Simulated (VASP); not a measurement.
OSZICAR of a VASP run on Y (hcp):

File OSZICAR:
```
       N       E                     dE             d eps       ncg     rms          rms(c)
DAV:   1     0.469536420638E+02    0.46954E+02   -0.10602E+04  2536   0.119E+03
DAV:   2    -0.390692187923E+02   -0.86023E+02   -0.85187E+02  3151   0.261E+02
DAV:   3    -0.477286593599E+02   -0.86594E+01   -0.85886E+01  4865   0.471E+01
DAV:   4    -0.479416124976E+02   -0.21295E+00   -0.21314E+00  2836   0.841E+00
DAV:   5    -0.479492884295E+02   -0.76759E-02   -0.76874E-02  3656   0.114E+00    0.312E+01
DAV:   6    -0.422632289647E+02    0.56861E+01   -0.94400E+00  3196   0.150E+01    0.219E+01
DAV:   7    -0.402423962716E+02    0.20208E+01   -0.48991E+00  4396   0.118E+01    0.352E+00
DAV:   8    -0.394685226197E+02    0.77387E+00   -0.24791E+00  4346   0.105E+01    0.564E+00
DAV:   9    -0.403122699210E+02   -0.84375E+00   -0.15480E+00  2520   0.978E+00    0.349E+00
DAV:  10    -0.405315432909E+02   -0.21927E+00   -0.79954E-02  2781   0.280E+00    0.478E-01
DAV:  11    -0.405553172080E+02   -0.23774E-01   -0.48024E-02  2948   0.202E+00    0.123E+00
DAV:  12    -0.405386608050E+02    0.16656E-01   -0.67456E-03  2632   0.837E-01    0.327E-01
DAV:  13    -0.405439462765E+02   -0.52855E-02   -0.25385E-03  3221   0.380E-01    0.278E-01
DAV:  14    -0.405366218990E+02    0.73244E-02   -0.19320E-03  2548   0.430E-01    0.341E-01
DAV:  15    -0.405425418852E+02   -0.59200E-02   -0.37173E-03  2548   0.582E-01    0.517E-02
DAV:  16    -0.405426277194E+02   -0.85834E-04   -0.26933E-04  3087   0.159E-01    0.313E-02
DAV:  17    -0.405424861738E+02    0.14155E-03   -0.13202E-04  4111   0.940E-02    0.177E-02
DAV:  18    -0.405425387061E+02   -0.52532E-04   -0.40847E-05  4118   0.532E-02    0.275E-02
DAV:  19    -0.405424996865E+02    0.39020E-04   -0.10285E-05  4733   0.249E-02    0.118E-02
DAV:  20    -0.405425157171E+02   -0.16031E-04   -0.78062E-06  2856   0.228E-02    0.843E-03
DAV:  21    -0.405425057400E+02    0.99770E-05   -0.59211E-07  2687   0.632E-03    0.132E-03
DAV:  22    -0.405425076835E+02   -0.19434E-05   -0.12250E-07  1729   0.337E-03    0.834E-04
DAV:  23    -0.405425057730E+02    0.19105E-05   -0.32767E-08  1575   0.148E-03    0.578E-04
DAV:  24    -0.405425068315E+02   -0.10586E-05   -0.27816E-08  1533   0.151E-03    0.432E-04
DAV:  25    -0.405425062099E+02    0.62166E-06   -0.95064E-09  1449   0.667E-04    0.269E-04
DAV:  26    -0.405425063618E+02   -0.15193E-06   -0.36626E-09  1449   0.372E-04    0.222E-04
DAV:  27    -0.405425063509E+02    0.10929E-07   -0.14247E-09  1428   0.257E-04
   1 F= -.40542506E+02 E0= -.40542506E+02  d E =0.000000E+00
       N       E                     dE             ncg
```

Question: Which electronic solver shows in the log?

Answer: It is blocked Davidson (ALGO = Normal, or the opening steps of other solvers). The INCAR had ALGO = Normal.

Question: Can the final energy be trusted as converged?

Answer: The calculation finished and met its thresholds. It stopped with EDIFF = 1E-7, NELM = 100 (r2SCAN meta-GGA, plane waves, VASP's PBE PAW potentials (set 64)).

The compound is Y in the hcp structure. It was relaxed first.
